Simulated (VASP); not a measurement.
Level of theory: PBE GGA with D4 dispersion, VASP's PBE PAW potentials (set 64) (plane waves; VASP).

The input files of a VASP run:

File POSCAR:
```
PtAl2
1
    0.0000000000     2.9717176716     2.9717176716
    2.9717176716     0.0000000000     2.9717176716
    2.9717176716     2.9717176716     0.0000000000
Al Pt
2 1
Direct
  0.2500000000   0.2500000000   0.2500000000
  0.7500000000   0.7500000000   0.7500000000
  0.0000000000   0.0000000000   0.0000000000
```

**KPOINTS**
```
Regular mesh
0
G
9 9 9
```

INCAR:
```
! general
SYSTEM   =  PtAl2
PREC     =  Accurate
ENCUT    =  520
LREAL    =  .False.
LASPH    =  .True.

! electronic loop
EDIFF    =  1E-7
NELM     =  100
ALGO     =  Normal
LMAXMIX  =  6

! smearing
ISMEAR   =  1
SIGMA    =  0.1

! functional
GGA      =  PE
IVDW     =  13

! ions
ISIF     =  2

! output
LWAVE    =  .False.
LCHARG   =  .False.
```

POTCAR, in this order: Al Pt (PBE.64 set). Program: vasp_std.

Output

**OUTCAR**
```
 ion  position               nearest neighbor table
   1  0.250  0.250  0.250-   3 2.57   3 2.57   3 2.57   3 2.57   2 2.97   2 2.97   2 2.97   2 2.97
                             2 2.97   2 2.97
   2  0.750  0.750  0.750-   3 2.57   3 2.57   3 2.57   3 2.57   1 2.97   1 2.97   1 2.97   1 2.97
                             1 2.97   1 2.97
   3  0.000  0.000  0.000-   2 2.57   2 2.57   2 2.57   1 2.57   1 2.57   1 2.57   2 2.57   1 2.57
  LATTYP: Found a face centered cubic cell.
 ALAT       =     5.9434353432
 Subroutine PRICEL returns:
 Original cell was already a primitive cell.
 Subroutine GETGRP returns: Found 48 space group operations
The static configuration has the point symmetry O_h .
The dynamic configuration has the point symmetry O_h .
 Subroutine INISYM returns: Found 48 space group operations
 Subroutine IBZKPT returns following result:
 Found     35 irreducible k-points:

 Following reciprocal coordinates:
            Coordinates               Weight
  0.000000  0.000000  0.000000      1.000000
  0.111111  0.000000  0.000000      8.000000
  0.222222  0.000000  0.000000      8.000000
  0.333333  0.000000  0.000000      8.000000
  0.444444  0.000000  0.000000      8.000000
  0.111111  0.111111  0.000000      6.000000
  0.222222  0.111111  0.000000     24.000000
  0.333333  0.111111  0.000000     24.000000
  0.444444  0.111111  0.000000     24.000000
 -0.444444  0.111111  0.000000     24.000000
 -0.333333  0.111111  0.000000     24.000000
 -0.222222  0.111111  0.000000     24.000000
 -0.111111  0.111111  0.000000     12.000000
  0.222222  0.222222  0.000000      6.000000
  0.333333  0.222222  0.000000     24.000000
  0.444444  0.222222  0.000000     24.000000
 -0.444444  0.222222  0.000000     24.000000
 -0.333333  0.222222  0.000000     24.000000
 -0.222222  0.222222  0.000000     12.000000
  0.333333  0.333333  0.000000      6.000000
  0.444444  0.333333  0.000000     24.000000
...
```

**OSZICAR**
```
       N       E                     dE             d eps       ncg     rms          rms(c)
DAV:   1     0.517729090007E+02    0.51773E+02   -0.67216E+03   856   0.112E+03
DAV:   2    -0.149439001116E+02   -0.66717E+02   -0.60288E+02   992   0.189E+02
DAV:   3    -0.168018587498E+02   -0.18580E+01   -0.18302E+01  1052   0.310E+01
DAV:   4    -0.168193405123E+02   -0.17482E-01   -0.17475E-01   976   0.353E+00
DAV:   5    -0.168196170413E+02   -0.27653E-03   -0.27651E-03  1076   0.471E-01    0.839E+00
DAV:   6    -0.163714700183E+02    0.44815E+00   -0.24916E+00   956   0.154E+01    0.218E+00
DAV:   7    -0.162925516289E+02    0.78918E-01   -0.19707E-01   932   0.455E+00    0.164E+00
DAV:   8    -0.162631202957E+02    0.29431E-01   -0.32585E-02   984   0.179E+00    0.252E-01
DAV:   9    -0.162631201083E+02    0.18743E-06   -0.19751E-03   992   0.434E-01    0.164E-01
DAV:  10    -0.162632682953E+02   -0.14819E-03   -0.33717E-04   936   0.155E-01    0.180E-02
DAV:  11    -0.162632657679E+02    0.25275E-05   -0.18905E-05  1028   0.459E-02    0.827E-03
DAV:  12    -0.162632677034E+02   -0.19355E-05   -0.57811E-06   912   0.182E-02    0.224E-03
DAV:  13    -0.162632676165E+02    0.86846E-07   -0.59153E-07  1032   0.785E-03
   1 F= -.17544004E+02 E0= -.17544519E+02  d E =0.154481E-02
```

### OUTCAR
```
------------------------ aborting loop because EDIFF is reached ----------------------------------------
  Edisp (eV):   -1.28074
  FORCE on cell =-STRESS in cart. coord.  units (eV):
  Direction    XX          YY          ZZ          XY          YZ          ZX
  --------------------------------------------------------------------------------------
  Total      -1.27976    -1.27976    -1.27976    -0.00000     0.00000     0.00000
  in kB     -39.06474   -39.06474   -39.06474    -0.00000     0.00000     0.00000
  external pressure =      -39.06 kB  Pullay stress =        0.00 kB
  volume of cell :       52.49
      direct lattice vectors                 reciprocal lattice vectors
     0.000000000  2.971717672  2.971717672    -0.168252861  0.168252861  0.168252861
     2.971717672  0.000000000  2.971717672     0.168252861 -0.168252861  0.168252861
     2.971717672  2.971717672  0.000000000     0.168252861  0.168252861 -0.168252861
 POSITION                                       TOTAL-FORCE (eV/Angst)
 -----------------------------------------------------------------------------------
      1.48586      1.48586      1.48586         0.000000      0.000000      0.000000
      4.45758      4.45758      4.45758        -0.000000     -0.000000     -0.000000
      0.00000      0.00000      0.00000         0.000000      0.000000      0.000000
 -----------------------------------------------------------------------------------
    total drift:                                0.000000     -0.000000      0.000000
  FREE ENERGIE OF THE ION-ELECTRON SYSTEM (eV)
  ---------------------------------------------------
  free  energy   TOTEN  =       -17.5440039877 eV

  energy  without entropy=      -17.5455488010  energy(sigma->0) =      -17.54451893
```
(Selected blocks of OUTCAR.)

The compound is PtAl2 in the fluorite structure. This cell is one point of a volume scan, at 1.03 of the reference volume.
